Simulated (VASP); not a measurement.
VASP runs on C (graphite) share one base input (PBE GGA, plane waves, VASP's PBE PAW potentials (set 64)) and change the settings named in each case.

### POSCAR
```
C
1
    1.2546000000    -2.1730300000     0.0000000000
    1.2546000000     2.1730300000     0.0000000000
    0.0000000000     0.0000000000     6.8442000000
C
4
Direct
  0.0000000000   0.0000000000   0.2500000000
  0.0000000000   0.0000000000   0.7500000000
  0.3333330000   0.6666670000   0.2500000000
  0.6666670000   0.3333330000   0.7500000000
```

**INCAR**
```
LWAVE=.False.
LREAL=.False.
SIGMA=0.1   # width (eV)
LASPH=.True.
ISMEAR=1   # Methfessel-Paxton
SYSTEM=C
EDIFF=1E-6   # SCF stop (eV)
LCHARG=.False.
ALGO=Normal   # blocked Davidson
NELM=100   # most electronic steps
PREC=Accurate
GGA=PE
ISIF=2   # forces and stress, cell fixed
ENCUT=520   # plane-wave cut-off (eV)
```

### KPOINTS
```
Regular mesh
0
gamma
  13 13 4
0 0 0
```

POTCAR, in this order: C (PBE.64 set). Program: vasp_std.

```
change                                electronic steps
------------------------------------  ----------------
base run                                            11
AMIX = 0.05, BMIX = 0.0001, IMIX = 1                83
AMIX = 1.0, BMIX = 1.0, IMIX = 4                    12
AMIX = 0.1, BMIX = 3.0, IMIX = 4                    14
AMIX = 1.0, BMIX = 3.0, IMIX = 4                    12
AMIX = 0.6, BMIX = 1.0, IMIX = 4                    12
```

Left out are runs that ran out of time, are held back, or changed the cell or the kind of run, fixed moments of cells without a moment, rows past the twelfth, gaps on odd meshes, pressures of charged cells and columns that move by less than the noise.

The compound is C in the graphite structure. The cell was not relaxed at this level.
